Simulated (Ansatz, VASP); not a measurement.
# MgGaPSe: VASP beside Ansatz, part 2 of 3

One calculation is typed for both programs; each brings its own data sets and cutoff. How far apart do they land? The cell is invented: As first built, before any earlier steps moved the atoms (in the runner's words): it takes the ZnGaPS structure with some of its atoms replaced by other elements, volume scaled by an estimate. It may not be a known or stable phase. The cell is taken from a series of runs on this material, whose earlier steps may have relaxed, scaled, displaced or heated it; both programs get it as it stands.

VASP 6.6.1 and Ansatz 0.2.0.

So far. Step 2 (Ansatz: electric field gradients, PBEsol with D3(BJ)): The run ends at a pressure of 0.09 GPa, with forces up to 0.012 eV/Å.

## Step 3: VASP: electric field gradients, PBEsol with D3(BJ)

Level of this step: PBEsol with D3(BJ); plane waves and PAW (Se_GW, Ga_d_GW, P_GW, Mg_sv_GW); invented cell (VASP).

The same cell, functional, mesh and smearing now go to VASP, with its own data sets and cutoff.

Lines of VASP's logs that name or quote its potential files are left out, and so is its time.

Input file INCAR:

```
SYSTEM = MgGaPSe
PREC = Accurate
ENCUT = 690
EDIFF = 1E-06
NELM = 100
ISMEAR = -1
SIGMA = 0.05
LREAL = .FALSE.
ALGO = Normal
GGA = PS
IVDW = 12
NBANDS = 23
LORBIT = 11
LWAVE = .FALSE.
LCHARG = .FALSE.
KPAR = 2
ISIF = 2
LEFG = .TRUE.
LASPH = .TRUE.
```

Input file POSCAR:

```
MgGaPSe
1.0
    3.3957904926     -1.9605671365      0.0002746655
    3.3957904926      1.9605671365      0.0002746655
   -2.2613127420      0.0000000000      6.6937267810
Se Ga P Mg
1 1 1 1
Direct
    0.6164393817      0.6164393817      0.8592685506
    0.4952956285      0.4952956285      0.4928603086
    0.1278096726      0.1278096726      0.3902155306
    0.0021781652      0.0021781652      0.0167696102
```

Input file KPOINTS:

```
Automatic mesh
0
Gamma
6 6 3
0 0 0
```

The projector-augmented-wave data sets are Se_GW, Ga_d_GW, P_GW and Mg_sv_GW (PBE family, release 64).

Command:

```console
> mpirun -np 2 vasp_std
```

Numbers of over 12 decimals in the logs are rounded to 6 here.

What it wrote:

```text
[banner, memory and clock lines left out]
running    2 mpi-ranks, on    1 nodes
 distrk:  each k-point on    1 cores,    2 groups
 distr:  one band on    1 cores,    1 groups

 POSCAR found type information on POSCAR SeGaP Mg
 POSCAR found :  4 types and       4 ions
|                                                                             |
|               ----> ADVICE to this user running VASP <----                  |
|                                                                             |
|     You enforced a specific xc type in the INCAR file but a different       |
|     [... a line on the potential file left out ...]
|     I HOPE YOU KNOW WHAT YOU ARE DOING!                                     |
|                                                                             |

 LDA part: xc-table for (Slater+PW92), standard interpolation
 POSCAR, INCAR and KPOINTS ok, starting setup
 FFT: planning ... GRIDC
 FFT: planning ... GRID_SOFT
 FFT: planning ... GRID
 WAVECAR not read
 entering main loop
       N       E                     dE             d eps       ncg     rms          rms(c)
DAV:   1     0.379296730532E+03    0.37930E+03   -0.19230E+04  1734   0.261E+03
DAV:   2     0.248690322639E+02   -0.35443E+03   -0.34065E+03  1770   0.625E+02
DAV:   3    -0.311156776655E+02   -0.55985E+02   -0.55029E+02  2146   0.290E+02
DAV:   4    -0.368305897889E+02   -0.57149E+01   -0.57049E+01  2374   0.987E+01
DAV:   5    -0.371181989128E+02   -0.28761E+00   -0.28757E+00  2435   0.201E+01    0.453E+01
DAV:   6    -0.322105325416E+02    0.49077E+01   -0.91465E+00  2305   0.526E+01    0.194E+01
DAV:   7    -0.314520712499E+02    0.75846E+00   -0.31878E+00  2552   0.202E+01    0.331E+00
DAV:   8    -0.314123755500E+02    0.39696E-01   -0.60711E-01  1961   0.631E+00    0.186E+00
DAV:   9    -0.314147571972E+02   -0.23816E-02   -0.70407E-02  2481   0.232E+00    0.890E-01
DAV:  10    -0.314100226488E+02    0.47345E-02   -0.22378E-02  2505   0.126E+00    0.211E-01
DAV:  11    -0.314093982932E+02    0.62436E-03   -0.19152E-03  2120   0.363E-01    0.129E-01
DAV:  12    -0.314093384972E+02    0.59796E-04   -0.13811E-03  2728   0.271E-01    0.174E-01
DAV:  13    -0.314093422991E+02   -0.38019E-05   -0.32586E-04  1993   0.141E-01    0.247E-02
DAV:  14    -0.314093463147E+02   -0.40155E-05   -0.21941E-05  2242   0.473E-02    0.232E-02
DAV:  15    -0.314093467549E+02   -0.44024E-06   -0.99529E-06  1771   0.206E-02
ion   1
     0.0000000     0.0000000     0.0000000    -2.8196295     0.0023310    -0.0020241
     0.0000499     0.0000000     0.0000000    -2.8196295     0.0023310    -0.0020241
     0.0000687     0.0000000     0.0000000    -2.8196295     0.0023310    -0.0020241
     0.0000946     0.0000000     0.0000000    -2.8196294     0.0023310    -0.0020241
     0.0001302     0.0000000     0.0000000    -2.8196294     0.0023310    -0.0020241

     0.0000000     0.0000000     0.0000000  -133.9554622     0.2341964    -0.0741982
     0.0000499     0.0000000     0.0000000  -133.9497423     0.2341871    -0.0741949
     0.0000687     0.0000000     0.0000000  -133.9465395     0.2341819    -0.0741931
     0.0000946     0.0000000     0.0000000  -133.9413510     0.2341736    -0.0741902
     0.0001302     0.0000000     0.0000000  -133.9329877     0.2341604    -0.0741854

ion   2
     0.0000000     0.0000000     0.0000000    -0.6525508    -0.0028079    -0.0006436
     0.0000481     0.0000000     0.0000000    -0.6525508    -0.0028079    -0.0006436
     0.0000628     0.0000000     0.0000000    -0.6525508    -0.0028079    -0.0006436
     0.0000820     0.0000000     0.0000000    -0.6525508    -0.0028079    -0.0006436
     0.0001070     0.0000000     0.0000000    -0.6525509    -0.0028079    -0.0006436

     0.0000000     0.0000000     0.0000000   -46.0068558    -0.1493081    -0.0566191
     0.0000481     0.0000000     0.0000000   -46.0052137    -0.1493032    -0.0566172
     0.0000628     0.0000000     0.0000000   -46.0044371    -0.1493009    -0.0566163
     0.0000820     0.0000000     0.0000000   -46.0032629    -0.1492975    -0.0566149
     0.0001070     0.0000000     0.0000000   -46.0014971    -0.1492922    -0.0566129

ion   3
     0.0000000     0.0000000     0.0000000     2.2944948     0.0024620     0.0071910
     0.0000365     0.0000000     0.0000000     2.2944948     0.0024620     0.0071910
     0.0000503     0.0000000     0.0000000     2.2944948     0.0024620     0.0071910
     0.0000692     0.0000000     0.0000000     2.2944948     0.0024620     0.0071910
     0.0000953     0.0000000     0.0000000     2.2944948     0.0024620     0.0071910

     0.0000000     0.0000000     0.0000000    40.6976576    -0.0592156     0.0980626
     0.0000365     0.0000000     0.0000000    40.6975639    -0.0592155     0.0980624
     0.0000503     0.0000000     0.0000000    40.6975064    -0.0592154     0.0980623
     0.0000692     0.0000000     0.0000000    40.6974107    -0.0592153     0.0980620
     0.0000953     0.0000000     0.0000000    40.6972526    -0.0592150     0.0980617

ion   4
     0.0000000     0.0000000     0.0000000     0.3809292     0.0085150     0.0006877
     0.0000337     0.0000000     0.0000000     0.3809292     0.0085150     0.0006877
     0.0000464     0.0000000     0.0000000     0.3809292     0.0085150     0.0006877
     0.0000638     0.0000000     0.0000000     0.3809292     0.0085150     0.0006877
     0.0000879     0.0000000     0.0000000     0.3809292     0.0085150     0.0006877

     0.0000000     0.0000000     0.0000000     9.0034943     0.1252304     0.0278753
     0.0000337     0.0000000     0.0000000     9.0034845     0.1252303     0.0278753
     0.0000464     0.0000000     0.0000000     9.0034783     0.1252302     0.0278752
     0.0000638     0.0000000     0.0000000     9.0034678     0.1252301     0.0278752
     0.0000879     0.0000000     0.0000000     9.0034505     0.1252298     0.0278752

   1 F= -.32520378E+02 E0= -.32520378E+02  d E =-.111732E-07
```

From OUTCAR (step 3):

```text
ion  position               nearest neighbor table
   1  0.616  0.616  0.859-   2 2.45   4 2.50   4 2.50   4 2.50
   2  0.495  0.495  0.493-   3 2.37   3 2.37   3 2.37   1 2.45
   3  0.128  0.128  0.390-   2 2.37   2 2.37   2 2.37
   4  0.002  0.002  0.017-   1 2.50   1 2.50   1 2.50

  LATTYP: Found a base centered monoclinic cell.
 ALAT       =     6.7915810074
 B/A-ratio  =     0.5773522054
 C/A-ratio  =     1.0403136265
 COS(beta)  =    -0.3199789895

 Subroutine GETGRP returns: Found  2 space group operations
 (whereof  2 operations were pure point group operations)

The static configuration has the point symmetry C_1h.

 Found     34 irreducible k-points:

   k-points           NKPTS =     34   k-points in BZ     NKDIM =     34   number of bands    NBANDS=     23

   dimension x,y,z NGX =    36 NGY =   36 NGZ =   64
   dimension x,y,z NGXF=    72 NGYF=   72 NGZF=  128

   ENCUT  =  690.0 eV  50.71 Ry    7.12 a.u.   8.40  8.40 15.13*2*pi/ulx,y,z

   NELECT =      34.0000    total number of electrons

 k-points in reciprocal lattice and weights: Automatic mesh
   0.00000000  0.00000000  0.00000000       0.009
   0.16666667  0.00000000 -0.00000000       0.037
   0.33333333 -0.00000000 -0.00000000       0.037
   0.50000000  0.00000000 -0.00000000       0.019
   0.16666667  0.16666667 -0.00000000       0.019
   0.33333333  0.16666667 -0.00000000       0.037
   0.50000000  0.16666667 -0.00000000       0.037
  -0.33333333  0.16666667  0.00000000       0.037
  -0.16666667  0.16666667  0.00000000       0.019
[...]
-0.16666667 -0.33333333  0.33333333       0.037
  -0.16666667 -0.16666667  0.33333333       0.019

 average (electrostatic) potential at core
       1 -54.1700       2 -66.6741       3 -75.5603       4 -68.5804

 E-fermi :   3.6165

 k-point     1 :       0.0000    0.0000    0.0000
  band No.  band energies     occupation
    ...
     13       2.0147      2.00000
     14       2.0150      2.00000
     15       2.6221      2.00000
     16       2.8219      2.00000
     17       2.8224      2.00000
     18       4.3594      0.00000
     19       5.9447      0.00000
     20       7.4587      0.00000
     21       7.4598      0.00000
     22       8.0087      0.00000
    ...

 k-point     2 :       0.1667    0.0000   -0.0000
  band No.  band energies     occupation
    ...
     13       0.6085      2.00000
     14       1.2280      2.00000
     15       1.7435      2.00000
     16       2.4137      2.00000
     17       2.4274      2.00000
     18       5.6601      0.00000
     19       6.6163      0.00000
     20       7.6923      0.00000
     21       8.3015      0.00000
     22       8.3597      0.00000
    ...

 k-point     3 :       0.3333   -0.0000   -0.0000
  band No.  band energies     occupation
    ...
     13      -0.6089      2.00000
     14      -0.3385      2.00000
     15       1.2558      2.00000
     16       1.7675      2.00000
     17       1.8477      2.00000
     18       5.5546      0.00000
     19       7.0935      0.00000
     20       7.3133      0.00000
     21       8.6634      0.00000
     22       9.4040      0.00000
    ...

 Edisp (eV)   -1.11103

  Total      -0.02640    -0.02711    -0.07090     0.00000     0.00000    -0.00246
  in kB      -0.47456    -0.48729    -1.27448     0.00000     0.00000    -0.04423
  external pressure =       -0.75 kB  Pullay stress =        0.00 kB

  energy-cutoff  :      690.00
  volume of cell :       89.13
      direct lattice vectors                 reciprocal lattice vectors
     3.395790493 -1.960567136  0.000274666     0.147237098 -0.255028247  0.049740471
     3.395790493  1.960567136  0.000274666     0.147237098  0.255028247  0.049740471
    -2.261312742  0.000000000  6.693726781    -0.000012083  0.000000000  0.149389527

 POSITION                                       TOTAL-FORCE (eV/Angst)
 -----------------------------------------------------------------------------------
      2.24352      0.00000      5.75205         0.000864      0.000000     -0.007477
      2.24933      0.00000      3.29934        -0.000812      0.000000      0.004182
     -0.01437      0.00000      2.61207        -0.002951      0.000000     -0.009967
     -0.02313      0.00000      0.11225         0.002899      0.000000      0.013262
 -----------------------------------------------------------------------------------
    total drift:                                0.000629      0.000000      0.000067

  FREE ENERGIE OF THE ION-ELECTRON SYSTEM (eV)
  ---------------------------------------------------
  free  energy   TOTEN  =       -32.5203776939 eV

  energy  without entropy=      -32.5203776828  energy(sigma->0) =      -32.52037769

 Electric field gradients after diagonalization (V/A^2)
 (convention: |V_zz| > |V_xx| > |V_yy|)
----------------------------------------------------------------------
 ion       V_xx      V_yy      V_zz     asymmetry (V_yy - V_xx)/ V_zz
----------------------------------------------------------------------
   1     -84.411   -84.249   168.660       0.001
   2     -28.837   -28.708    57.545       0.002
   3      25.757    25.545   -51.302       0.004
   4       5.859     5.779   -11.638       0.007
----------------------------------------------------------------------

 total charge
# of ion       s       p       d       tot
------------------------------------------
    1        1.421   2.478   0.018   3.916
    2        0.856   0.792  10.010  11.658
    3        1.122   1.717   0.035   2.873
    4        2.191   6.027   0.023   8.241
--------------------------------------------------
tot          5.589  11.014  10.086  26.689

[... 3 further parts left out ...]
```

The run ends at a pressure of -0.07 GPa, with forces up to 0.014 eV/Å.

## Step 4: Side by side

Known differences besides the potentials themselves: the data sets hold 44 valence electrons in Ansatz (default PAW (the set named soft_2) files) and 34 in VASP; the cutoff is 420 eV in Ansatz and 690 eV in VASP; Ansatz makes its cores anew for this functional, VASP keeps those of its PBE data sets; Ansatz adds the response of the frozen cores to the gradients, VASP leaves it out. Total energies have different zeros and are not compared.

The two programs side by side:

```tsv
quantity	Ansatz	VASP	difference
pressure (GPa)	0.09	-0.07	+0.17
gap on the k mesh (eV)	1.535	1.537	-0.002
Vzz at Se1 (V/Å²)	171.7	168.7	+3.0
Vzz at Ga2 (V/Å²)	62.3	57.5	+4.7
Vzz at P3 (V/Å²)	-52.0	-51.3	-0.7
Vzz at Mg4 (V/Å²)	-10.5	-11.6	+1.1
```

At this near-relaxed geometry the largest component of a force difference is 8 meV/Å. A gap on the mesh is an upper bound, since the band edges may lie between its points.

## Step 5: Other set-ups

Further runs change the set-up of one program: Ansatz's method, potentials or start, or VASP's data sets, cutoff or form of LDA. The table gives Ansatz less VASP for each quantity, since a change that brings one quantity closer may part another.

```tsv
run	r.m.s. force difference (meV/Å)	pressure (GPa)	gap on the k mesh (eV)	Vzz at Se1 (V/Å²)	Vzz at Ga2 (V/Å²)	Vzz at P3 (V/Å²)
as above	3.3	0.17	-0.0017	3.0	4.7	-0.68
VASP with the data sets Se, Ga_h, P_h and Mg and a cutoff of 650 eV	4.9	-0.0026	-0.0012	4.8	4.2	-1.4
```

[end of part 2 of 3]

[Lines on the potential files, build, host, timing and source positions are cut from VASP's logs without a mark.]

[Logs are printed without paths, hosts, clocks, repeated set-up lines and the standing remarks that a program may print on its own settings, such as how far it seeks lower states.]

[Hosts, paths, dates, database ids (printed as entryN), source tags and the programs' standing remarks are cut or masked in the printed files.]
